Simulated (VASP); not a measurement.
Here is a VASP 6.6.1 calculation.

The input INCAR:

```
PREC = Accurate
ENCUT = 520
EDIFF = 1E-7
ISMEAR = 0
SIGMA = 0.1
LREAL = False
LASPH = True
NELM = 80
ALGO = Fast
ISIF = 3
LWAVE = False
LCHARG = False
GGA = PE
IBRION = 2
NSW = 80
EDIFFG = -0.002
```

KPOINTS

```
regular mesh
0
Gamma
  12 12 10
```

POSCAR

```
WC
1.0
    2.9065000000      0.0000000000      0.0000000000
   -1.4532500000      2.5171028400      0.0000000000
    0.0000000000      0.0000000000      2.8366000000
W C
1 1
Direct
    0.0000000000      0.0000000000      0.0000000000
    0.6666666700      0.3333333300      0.5000000000
```

Potentials or basis: VASP PAW PBE potentials, release 64 (W_sv, C).

Launch:

```console
$ cat potpaw_PBE.64/W_sv/POTCAR potpaw_PBE.64/C/POTCAR > POTCAR
$ mpirun -np 1 vasp_std > vasp.out
```

(1) Predict the band gap on the k mesh.

(2) Predict the relaxed cell.

Answers

(1) none (metal or under the smearing width).

(2) a = 2.924 Å, b = 2.924 Å, c = 2.850 Å, α = 90.00°, β = 90.00°, γ = 120.00°.
